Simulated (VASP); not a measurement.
Consider the following.

LiBr is modelled in the cubic space group Fm-3m (No. 225), the rock salt structure, Pearson symbol cF8. Lattice parameters: a = 5.500 Å, b = 5.500 Å, c = 5.500 Å, α = 90.00°, β = 90.00°, γ = 90.00°. Li on 4a is coordinated by 6 Br at 2.750 Å (octahedral). Br on 4b has 6 Li at 2.750 Å (octahedral). (Neighbours: up to the widest gap in distance over summed covalent radii, below 1.35, at either atom; cation-cation and far metal-metal contacts left out.)
(The calculation used a cell of 2 atoms; values per cell refer to that cell.)

Computed with Bethe-Salpeter equation (Tamm-Dancoff) on G0W0 levels and PBE orbitals, VASP's PBE PAW potentials (set 64) (plane waves; VASP 6.6.1). Settings: PREC = Normal, 500 eV cut-off, 6×6×6 Γ-centred mesh, Gaussian smearing of 0.010 eV, potentials Li_sv_GW Br_GW.

The mesh is coarse, so the spectrum and binding energies are not converged.

The BSE takes 3 valence and 4 conduction bands in the Tamm-Dancoff approximation; the smallest direct G0W0 gap on the mesh is 7.16 eV.

### Question
Where does the first bright exciton lie on this mesh?

### Answer
At 6.45 eV. Its distance from the direct gap isn't converged on a mesh this coarse and overstates the binding.

```
ħω (eV) | ε₂
     0.00 |  0.00
     0.30 |  0.00
     0.50 |  0.00
     0.80 |  0.01
     1.00 |  0.01
     1.30 |  0.01
     1.50 |  0.01
     1.80 |  0.01
     2.10 |  0.02
     2.30 |  0.02
     2.60 |  0.02
     2.80 |  0.03
     3.10 |  0.03
     3.30 |  0.03
     3.60 |  0.04
     3.80 |  0.05
     4.10 |  0.06
     4.40 |  0.07
     4.60 |  0.08
     4.90 |  0.11
     5.10 |  0.13
     5.40 | # 0.18
     5.60 | # 0.24
     5.90 | ## 0.44
     6.20 | #### 1.30
     6.40 | #################### 5.95
     6.70 | ######### 2.71
     6.90 | ######################## 6.91
     7.20 | ########################## 7.66
     7.40 | ############ 3.52
     7.70 | ########### 3.16
     7.90 | ######### 2.71
     8.20 | ################ 4.82
     8.50 | ##################### 6.24
     8.70 | ############# 3.87
     9.00 | ################ 4.79
     9.20 | ############ 3.49
     9.50 | ###### 1.82
     9.70 | ########### 3.15
    10.00 | ############################## 8.81
```

The compound is LiBr in the rock salt structure. The cell was not relaxed at this level.
